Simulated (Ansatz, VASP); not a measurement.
# Sn3H4 (Sn wire along [110], 6 atoms a period, H-terminated) in two plane-wave programs, part 2 of 2

One calculation is typed for both programs; each brings its own data sets. How far apart do they land? The cell is taken from a series of runs on this material, whose earlier steps may have relaxed, scaled, displaced or heated it; both programs get it as it stands.

VASP 6.6.1 and Ansatz 0.2.0.

So far: The starting structure; Ansatz: single point, HSE06; VASP: single point, HSE06.

### Step 3. VASP: single point, HSE06 (continued)

Level of this step: HSE06; plane waves and PAW (Sn_d, H) (VASP).

Numbers of over 12 decimals in the logs are rounded to 6 here.

OUTCAR, selected parts (step 3):

```text
ion  position               nearest neighbor table
   1  0.324  0.500  0.000-   9 1.73  12 1.73   2 2.83   3 2.83
   2  0.443  0.661  0.000-   7 1.74   1 2.83   4 2.85   4 2.85
   3  0.443  0.339  0.000-  14 1.74   1 2.83   5 2.85   5 2.85
   4  0.557  0.661  0.500-  10 1.74   6 2.83   2 2.85   2 2.85
   5  0.557  0.339  0.500-  11 1.74   6 2.83   3 2.85   3 2.85
   6  0.676  0.500  0.500-   8 1.73  13 1.73   4 2.83   5 2.83
   7  0.370  0.759  0.000-   2 1.74
   8  0.750  0.500  0.209-   6 1.73
   9  0.250  0.500  0.291-   1 1.73
  10  0.630  0.759  0.500-   4 1.74
  11  0.630  0.241  0.500-   5 1.74
  12  0.250  0.500  0.709-   1 1.73
  13  0.750  0.500  0.791-   6 1.73
  14  0.370  0.241  0.000-   3 1.74

  LATTYP: Found a simple orthorhombic cell.
 ALAT       =     4.7752681755
 B/A-ratio  =     2.8915653514
 C/A-ratio  =     3.0071609535

 Subroutine GETGRP returns: Found  8 space group operations
 (whereof  4 operations were pure point group operations)

The static configuration has the point symmetry C_2v.
 The point group associated with its full space group is D_2h.

 Found      4 irreducible k-points:

   k-points           NKPTS =      4   k-points in BZ     NKDIM =      7   number of bands    NBANDS=     60

   dimension x,y,z NGX =    90 NGY =   96 NGZ =   32
   dimension x,y,z NGXF=   180 NGYF=  192 NGZF=   64

   ENCUT  =  400.0 eV  29.40 Ry    5.42 a.u.  22.52 23.42  7.79*2*pi/ulx,y,z

   NELECT =      92.0000    total number of electrons

 k-points in reciprocal lattice and weights: Automatic mesh
   0.00000000  0.00000000  0.00000000       0.143
   0.00000000  0.00000000  0.14285714       0.286
   0.00000000  0.00000000  0.28571429       0.286
   0.00000000  0.00000000  0.42857143       0.286

  exchange ACFDT corr.  =         0.00000000  see jH, gK, PRB 81, 115126

 average (electrostatic) potential at core
       1-102.8715       2-103.0082       3-103.0082       4-103.0082       5-103.0082
       6-102.8715       7 -34.7948       8 -34.7880       9 -34.7880      10 -34.7948
      11 -34.7948      12 -34.7880      13 -34.7880      14 -34.7948

 E-fermi :  -2.4944

 k-point     1 :       0.0000    0.0000    0.0000
  band No.  band energies     occupation
    ...
     42      -4.6479      2.00000
     43      -4.5433      2.00000
     44      -4.1955      2.00000
     45      -3.6906      2.00000
     46      -3.6537      2.00000
     47      -1.0780      0.00000
     48      -1.0331      0.00000
     49       0.2682      0.00000
     50       0.4460      0.00000
     51       0.6459      0.00000
    ...

 k-point     2 :       0.0000    0.0000    0.1429
  band No.  band energies     occupation
    ...
     42      -4.6890      2.00000
     43      -4.4999      2.00000
     44      -4.3709      2.00000
     45      -4.2716      2.00000
     46      -4.2178      2.00000
     47      -0.0671      0.00000
     48      -0.0446      0.00000
     49       0.4332      0.00000
     50       0.6805      0.00000
     51       0.7135      0.00000
    ...

 k-point     3 :       0.0000    0.0000    0.2857
  band No.  band energies     occupation
    ...
     42      -5.3972      2.00000
     43      -4.9474      2.00000
     44      -4.4711      2.00000
     45      -4.4381      2.00000
     46      -4.2964      2.00000
     47       0.2469      0.00000
     48       0.5853      0.00000
     49       0.6784      0.00000
     50       0.9229      0.00000
     51       1.0039      0.00000
    ...

  Total       -2.8094143     -2.7499562     -2.5855299      0.0000000      0.0000000      0.0000000
  in kB       -4.7538272     -4.6532178     -4.3749910      0.0000000      0.0000000      0.0000000
  external PRESSURE =      -4.5940120 kB  Pullay stress =       0.0000000 kB

  energy-cutoff  :      400.00
  volume of cell :      946.85
      direct lattice vectors                 reciprocal lattice vectors
    13.808000000  0.000000000  0.000000000     0.072421784  0.000000000  0.000000000
     0.000000000 14.360000000  0.000000000     0.000000000  0.069637883  0.000000000
     0.000000000  0.000000000  4.775268175     0.000000000  0.000000000  0.209412323

 POSITION                                       TOTAL-FORCE (eV/Angst)
 -----------------------------------------------------------------------------------
      4.48038      7.18000      0.00000        -0.062224      0.000000      0.000000
      6.12135      9.48529      0.00000        -0.066121      0.038985      0.000000
      6.12135      4.87471      0.00000        -0.066121     -0.038985     -0.000000
      7.68665      9.48529      2.38763         0.066121      0.038985      0.000000
      7.68665      4.87471      2.38763         0.066121     -0.038985      0.000000
      9.32762      7.18000      2.38763         0.062224      0.000000      0.000000
      5.11182     10.90105      0.00000         0.129962     -0.180381      0.000000
     10.35716      7.18000      0.99956        -0.139098      0.000000      0.198485
      3.45084      7.18000      1.38807         0.139098      0.000000     -0.198485
      8.69618     10.90105      2.38763        -0.129962     -0.180381      0.000000
      8.69618      3.45895      2.38763        -0.129962      0.180381      0.000000
      3.45084      7.18000      3.38720         0.139098      0.000000      0.198485
     10.35716      7.18000      3.77570        -0.139098      0.000000     -0.198485
      5.11182      3.45895      0.00000         0.129962      0.180381      0.000000
 -----------------------------------------------------------------------------------
    total drift:                                0.000026     -0.000000      0.000000

  FREE ENERGIE OF THE ION-ELECTRON SYSTEM (eV)
  ---------------------------------------------------
  free  energy   TOTEN  =       -55.0422787795 eV

  energy  without entropy=      -55.0422787795  energy(sigma->0) =      -55.04227878

 total charge
# of ion       s       p       d       tot
------------------------------------------
    1        1.109   1.395  10.007  12.511
    2        1.123   1.313   9.985  12.421
    3        1.123   1.313   9.985  12.421
    4        1.123   1.313   9.985  12.421
    5        1.123   1.313   9.985  12.421
    6        1.109   1.395  10.007  12.511
    7        0.513   0.008   0.000   0.521
    8        0.516   0.009   0.000   0.525
    9        0.516   0.009   0.000   0.525
   10        0.513   0.008   0.000   0.521
   11        0.513   0.008   0.000   0.521
   12        0.516   0.009   0.000   0.525
   13        0.516   0.009   0.000   0.525
   14        0.513   0.008   0.000   0.521
--------------------------------------------------
tot         10.825   8.113  59.954  78.892

[... 1 further part left out ...]
```

### Step 4. Comparison

Known differences besides the potentials themselves: exact exchange at q = 0 is treated differently, which shows on coarse meshes; VASP keeps PBE cores, Ansatz makes them for the functional; the cutoff is 420 eV in Ansatz and 400 eV in VASP; VASP takes a coarser grid for exact exchange (PRECFOCK = Fast). Total energies have different zeros and are not compared.

Compared:

```
              quantity  Ansatz   VASP  difference
gap on the k mesh (eV)   2.575  2.576      -0.001
```

A gap on the mesh is an upper bound, since the band edges may lie between its points.

### Step 5. What came out

```json
{
  "difference in gap on the k mesh (single point, HSE06)": "-5.1e-4 eV"
}
```

What this shows: The difference in gap on the k mesh is -5.1e-4 eV (single point, HSE06), within the 0.08 eV picked in this series as the mark of a large difference. Such differences can come from data sets, numerical settings and the points named under the comparisons, not from the functional's error against experiment.

[Lines on the potential files, build, host, timing and source positions are cut from VASP's logs without a mark.]

[Logs are printed without paths, hosts, clocks, repeated set-up lines and the standing remarks that a program may print on its own settings, such as how far it seeks lower states.]

[Hosts, paths, dates, database ids (printed as entryN), source tags and the programs' standing remarks are cut or masked in the printed files.]
